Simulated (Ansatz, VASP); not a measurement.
## Ta4O in VASP and in Ansatz

File INCAR:

```
SYSTEM = Ta4O
  PREC = Accurate
  ENCUT = 600
  EDIFF = 1E-6
  ISMEAR = 0
  SIGMA = 0.1
  LREAL = .FALSE.
  LASPH = .TRUE.
  NELM = 100
  ALGO = Normal
  ISIF = 3
  LWAVE = .FALSE.
  LCHARG = .FALSE.
  GGA = PE
  IBRION = 2
  NSW = 100
  EDIFFG = -0.01
```

Contents of KPOINTS:

```
regular mesh
0
G
  8 8 8
  0 0 0
```

POSCAR

```
Ta4O
1.0
    4.3959182816      0.0000000000      0.0000000000
    0.0000000000      4.3959182816      0.0000000000
    0.0000000000      0.0000000000      4.3959182816
Ta O
4 1
Direct
    0.2637668389      0.7362331611      0.7362331611
    0.7362331611      0.2637668389      0.7362331611
    0.7362331611      0.7362331611      0.2637668389
    0.2637668389      0.2637668389      0.2637668389
    0.0000000000      0.0000000000      0.0000000000
```

Input for Ansatz:

```yaml
crystal:
  lattice:
    - [4.3959182816, 0.0, 0.0]
    - [0.0, 4.3959182816, 0.0]
    - [0.0, 0.0, 4.3959182816]
  atoms:
    - { symbol: Ta, position: [0.2637668389, 0.7362331611, 0.7362331611] }
    - { symbol: Ta, position: [0.7362331611, 0.2637668389, 0.7362331611] }
    - { symbol: Ta, position: [0.7362331611, 0.7362331611, 0.2637668389] }
    - { symbol: Ta, position: [0.2637668389, 0.2637668389, 0.2637668389] }
    - { symbol: O, position: [0.0, 0.0, 0.0] }
basis:
  ecutwfc: 420
kpoints:
  mp_grid: { grid: [8, 8, 8] }
hamiltonian:
  xc: pbe
scf:
  occupations: { method: gaussian, width: 0.1 }
output:
  forces: true
  stress: true
  eigenvalues: true
relax:
  adjacent_minimum: "off"
  f_tol: 0.01
  max_steps: 80
  cell: { stress_tol: 0.05 }
```

Change from the starting cell: species swapped into the SnI4 type (P-43m, No. 215).

Alike in both runs: task relaxation of cell and atoms; functional PBE; k mesh 8 × 8 × 8; occupations gaussian, width 0.1 eV; no spin polarisation.

|  | VASP | Ansatz |
| --- | --- | --- |
| version | VASP 6.6.1 | Ansatz 0.2.0 |
| potentials or method | VASP PAW PBE potentials, release 64 (Ta_pv, O) | scalar-relativistic, plane waves, PAW |
| plane-wave cutoff (eV) | 600 | 420 |
| valence electrons in the cell | 50 | 58 |

```csv
,VASP,Ansatz,Ansatz less VASP
"gap on the k mesh at the Fermi level, each at its own relaxed structure (eV)",none,none,-
relaxed volume (Å³/atom),16.98,16.97,-0.006
relaxed cell length with the largest relative difference (Å),4.395,4.394,-0.0005
```

A gap of «none» marks a metal or a gap that the smearing closes. The two sets of potentials don't hold the same shells in valence.

The runs have no spin-orbit coupling, so splittings on Ta are missing.
